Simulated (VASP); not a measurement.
Computed with LDA (Ceperley-Alder, Perdew-Zunger), VASP's LDA PAW potentials (set 64) (plane waves; VASP).

Input for VASP

### POSCAR
```
La2O3
1.0
  1.9607655918  -3.3961455389   0.0000000000
  1.9607655918   3.3961455389   0.0000000000
  0.0000000000   0.0000000000   6.0061252865
La O
2 3
direct
  0.3333330000   0.6666670000   0.2438360648
  0.6666670000   0.3333330000   0.7561639352
  0.0000000000   0.0000000000   1.0000000000
  0.3333330000   0.6666670000   0.6464247534
  0.6666670000   0.3333330000   0.3535752466
```

INCAR:
```
! general
SYSTEM =La2O3
PREC   =Accurate
ENCUT  =520
LREAL  =.FALSE.
LASPH  =.TRUE.

! electronic loop
EDIFF  =1E-7
NELM   =100
ALGO   =Normal
LMAXMIX=6

! smearing
ISMEAR =0
SIGMA  =0.05

! ions
IBRION =2
NSW    =30
ISIF   =4
EDIFFG =-0.01

! output
LWAVE  =.FALSE.
LCHARG =.FALSE.
```

**KPOINTS**
```
Automatic mesh
0
Gamma
7 7 4
0 0 0
```

POTCAR, in this order: La O (LDA.64 set). Program: vasp_std.

The resulting files:

### OSZICAR
```
       N       E                     dE             d eps       ncg     rms          rms(c)
DAV:   1     0.458608067790E+03    0.45861E+03   -0.15680E+04  1360   0.258E+03
DAV:   2     0.846424351186E+02   -0.37397E+03   -0.36877E+03  1976   0.410E+02
DAV:   3    -0.331168365572E+02   -0.11776E+03   -0.11589E+03  2520   0.217E+02
DAV:   4    -0.504293515402E+02   -0.17313E+02   -0.17306E+02  2328   0.907E+01
DAV:   5    -0.514948543877E+02   -0.10655E+01   -0.10652E+01  2560   0.267E+01    0.146E+01
DAV:   6    -0.461607756676E+02    0.53341E+01   -0.50071E+01  2064   0.435E+01    0.771E+00
DAV:   7    -0.459671006488E+02    0.19368E+00   -0.55623E+00  2544   0.248E+01    0.350E+00
DAV:   8    -0.458846858428E+02    0.82415E-01   -0.52288E-01  2304   0.610E+00    0.122E+00
DAV:   9    -0.458670970178E+02    0.17589E-01   -0.77618E-02  2440   0.233E+00    0.359E-01
DAV:  10    -0.458677911730E+02   -0.69416E-03   -0.26856E-02  2296   0.115E+00    0.183E-01
DAV:  11    -0.458679699766E+02   -0.17880E-03   -0.72149E-03  2480   0.684E-01    0.120E-01
DAV:  12    -0.458679264830E+02    0.43494E-04   -0.17224E-03  2400   0.289E-01    0.439E-02
DAV:  13    -0.458679109971E+02    0.15486E-04   -0.62977E-04  2280   0.175E-01    0.191E-02
DAV:  14    -0.458679069366E+02    0.40605E-05   -0.76831E-05  2416   0.844E-02    0.360E-03
DAV:  15    -0.458679074519E+02   -0.51534E-06   -0.48139E-06  2256   0.204E-02    0.262E-03
DAV:  16    -0.458679074420E+02    0.99299E-08   -0.91951E-07  2088   0.861E-03
   1 F= -.45867907E+02 E0= -.45867907E+02  d E =-.458679E+02
       N       E                     dE             d eps       ncg     rms          rms(c)
DAV:   1    -0.458717234285E+02   -0.38160E-02   -0.92891E-01  2240   0.110E+01    0.370E-01
DAV:   2    -0.458733800314E+02   -0.16566E-02   -0.52923E-02  2216   0.174E+00    0.234E-01
DAV:   3    -0.458724460262E+02    0.93401E-03   -0.50347E-03  2624   0.698E-01    0.117E-01
DAV:   4    -0.458721799521E+02    0.26607E-03   -0.11253E-03  2624   0.326E-01    0.499E-02
DAV:   5    -0.458721529202E+02    0.27032E-04   -0.43411E-04  2464   0.146E-01    0.191E-02
DAV:   6    -0.458721507212E+02    0.21989E-05   -0.42138E-05  2160   0.590E-02    0.109E-02
DAV:   7    -0.458721519111E+02   -0.11898E-05   -0.30674E-05  2296   0.381E-02    0.934E-03
DAV:   8    -0.458721502947E+02    0.16164E-05   -0.11100E-05  2288   0.243E-02    0.157E-03
DAV:   9    -0.458721503612E+02   -0.66494E-07   -0.12855E-06  2112   0.848E-03    0.833E-04
DAV:  10    -0.458721503557E+02    0.54761E-08   -0.42821E-08  1232   0.288E-03
   2 F= -.45872150E+02 E0= -.45872150E+02  d E =-.424291E-02
       N       E                     dE             d eps       ncg     rms          rms(c)
DAV:   1    -0.458722085186E+02   -0.58157E-04   -0.18659E-02  2256   0.154E+00    0.524E-02
DAV:   2    -0.458722405065E+02   -0.31988E-04   -0.10415E-03  2232   0.245E-01    0.330E-02
DAV:   3    -0.458722217835E+02    0.18723E-04   -0.99988E-05  2656   0.992E-02    0.164E-02
DAV:   4    -0.458722165136E+02    0.52699E-05   -0.20923E-05  2632   0.450E-02    0.688E-03
DAV:   5    -0.458722160402E+02    0.47336E-06   -0.82230E-06  2504   0.199E-02    0.268E-03
DAV:   6    -0.458722159884E+02    0.51769E-07   -0.81458E-07  2016   0.810E-03
   3 F= -.45872216E+02 E0= -.45872216E+02  d E =-.430855E-02
       N       E                     dE             d eps       ncg     rms          rms(c)
DAV:   1    -0.458742618090E+02   -0.20458E-02   -0.21961E-01  1960   0.741E+00    0.253E-01
DAV:   2    -0.458737844984E+02    0.47731E-03   -0.12625E-02  2336   0.122E+00    0.149E-01
DAV:   3    -0.458731204303E+02    0.66407E-03   -0.24062E-03  2632   0.548E-01    0.295E-02
DAV:   4    -0.458731194538E+02    0.97657E-06   -0.12720E-04  2192   0.102E-01    0.172E-02
DAV:   5    -0.458731181453E+02    0.13085E-05   -0.13230E-05  2664   0.335E-02    0.717E-03
DAV:   6    -0.458731178350E+02    0.31028E-06   -0.49025E-06  2520   0.173E-02    0.308E-03
DAV:   7    -0.458731177374E+02    0.97590E-07   -0.59976E-07  1544   0.689E-03
   4 F= -.45873118E+02 E0= -.45873118E+02  d E =-.901749E-03
       N       E                     dE             d eps       ncg     rms          rms(c)
DAV:   1    -0.458748014667E+02   -0.16836E-02   -0.25939E-01  1960   0.805E+00    0.274E-01
DAV:   2    -0.458742375668E+02    0.56390E-03   -0.14922E-02  2360   0.133E+00    0.162E-01
DAV:   3    -0.458734549528E+02    0.78261E-03   -0.28641E-03  2632   0.597E-01    0.328E-02
DAV:   4    -0.458734526000E+02    0.23528E-05   -0.15752E-04  2224   0.113E-01    0.189E-02
DAV:   5    -0.458734511872E+02    0.14127E-05   -0.17413E-05  2632   0.368E-02    0.829E-03
DAV:   6    -0.458734508159E+02    0.37128E-06   -0.80466E-06  2456   0.211E-02    0.424E-03
DAV:   7    -0.458734506201E+02    0.19585E-06   -0.12108E-06  1960   0.926E-03    0.157E-03
DAV:   8    -0.458734506364E+02   -0.16259E-07   -0.10091E-06  1784   0.719E-03    0.125E-03
DAV:   9    -0.458734506156E+02    0.20723E-07   -0.58542E-08  1168   0.400E-03
   5 F= -.45873451E+02 E0= -.45873451E+02  d E =-.123463E-02
       N       E                     dE             d eps       ncg     rms          rms(c)
DAV:   1    -0.458732608017E+02    0.18983E-03   -0.86210E-02  1520   0.197E+00    0.423E-02
DAV:   2    -0.458736375739E+02   -0.37677E-03   -0.39613E-03  2016   0.721E-01    0.269E-02
DAV:   3    -0.458736338103E+02    0.37635E-05   -0.14940E-04  2456   0.126E-01    0.196E-02
DAV:   4    -0.458736192495E+02    0.14561E-04   -0.96258E-05  2136   0.812E-02    0.540E-03
DAV:   5    -0.458736198533E+02   -0.60380E-06   -0.19423E-05  2176   0.437E-02    0.321E-03
DAV:   6    -0.458736200649E+02   -0.21159E-06   -0.50614E-06  2336   0.170E-02    0.306E-03
DAV:   7    -0.458736198796E+02    0.18525E-06   -0.13590E-06  2016   0.960E-03    0.109E-03
DAV:   8    -0.458736198980E+02   -0.18374E-07   -0.42994E-07  1608   0.574E-03
   6 F= -.45873620E+02 E0= -.45873620E+02  d E =-.169282E-03
       N       E                     dE             d eps       ncg     rms          rms(c)
DAV:   1    -0.458732917877E+02    0.32809E-03   -0.91709E-02  1520   0.203E+00    0.439E-02
DAV:   2    -0.458736929182E+02   -0.40113E-03   -0.42204E-03  2008   0.743E-01    0.281E-02
DAV:   3    -0.458736885080E+02    0.44102E-05   -0.15947E-04  2440   0.129E-01    0.204E-02
DAV:   4    -0.458736728699E+02    0.15638E-04   -0.10595E-04  2144   0.852E-02    0.599E-03
DAV:   5    -0.458736734682E+02   -0.59827E-06   -0.22133E-05  2240   0.465E-02    0.337E-03
DAV:   6    -0.458736736560E+02   -0.18785E-06   -0.50944E-06  2264   0.166E-02    0.299E-03
DAV:   7    -0.458736734810E+02    0.17498E-06   -0.13990E-06  2072   0.999E-03    0.113E-03
DAV:   8    -0.458736734993E+02   -0.18216E-07   -0.39285E-07  1504   0.565E-03
   7 F= -.45873673E+02 E0= -.45873673E+02  d E =-.222884E-03
```

**OUTCAR**
```
------------------------ aborting loop because EDIFF is reached ----------------------------------------
  FORCE on cell =-STRESS in cart. coord.  units (eV):
  Direction    XX          YY          ZZ          XY          YZ          ZX
  --------------------------------------------------------------------------------------
  Total       -1.7480272     -1.7480271     -1.7475620     -0.0000000      0.0000000      0.0000000
  in kB      -35.0124425    -35.0124411    -35.0031250     -0.0000000      0.0000000      0.0000000
  external PRESSURE =     -35.0093362 kB  Pullay stress =       0.0000000 kB
  volume of cell :       79.99
      direct lattice vectors                 reciprocal lattice vectors
     1.951511661 -3.380117282  0.000000000     0.256211638 -0.147923861  0.000000000
     1.951511661  3.380117282 -0.000000000     0.256211638  0.147923861 -0.000000000
    -0.000000000  0.000000000  6.063221546    -0.000000000  0.000000000  0.164928824
 POSITION                                       TOTAL-FORCE (eV/Angst)
 -----------------------------------------------------------------------------------
      1.95151      1.12671      1.49311         0.000000     -0.000000      0.004821
      1.95151     -1.12671      4.57011        -0.000000     -0.000000     -0.004821
      1.95151      3.38012     -0.00000         0.000000     -0.000000      0.000000
      1.95151      1.12671      3.91124        -0.000000      0.000000      0.002694
      1.95151     -1.12671      2.15198         0.000000     -0.000000     -0.002694
 -----------------------------------------------------------------------------------
    total drift:                                0.000000      0.000000      0.000000
  FREE ENERGIE OF THE ION-ELECTRON SYSTEM (eV)
  ---------------------------------------------------
  free  energy   TOTEN  =       -45.8736734993 eV

  energy  without entropy=      -45.8736734993  energy(sigma->0) =      -45.87367350

 reached required accuracy - stopping structural energy minimisation
```
(Selected blocks of OUTCAR.)

**CONTCAR**
```
La2O3
   1.00000000000000
     1.9515116614378130   -3.3801172820111729    0.0000000000000000
     1.9515116614378130    3.3801172820111729   -0.0000000000000000
    -0.0000000000000000    0.0000000000000000    6.0632215464333763
  La              O
     2     3
Direct
     0.3333330000000032    0.6666669999999968    0.2462574621373890
     0.6666669999999968    0.3333330000000032    0.7537425378626110
     0.0000000000000000    1.0000000000000000    0.0000000000000000
     0.3333330000000032    0.6666669999999968    0.6450769791747734
     0.6666669999999968    0.3333330000000032    0.3549230208252265
```

The compound is La2O3 in the a-type structure. This cell is one point of a volume scan, at 1.03 of the reference volume. Symmetry was kept, so distortions that lower it aren't found.
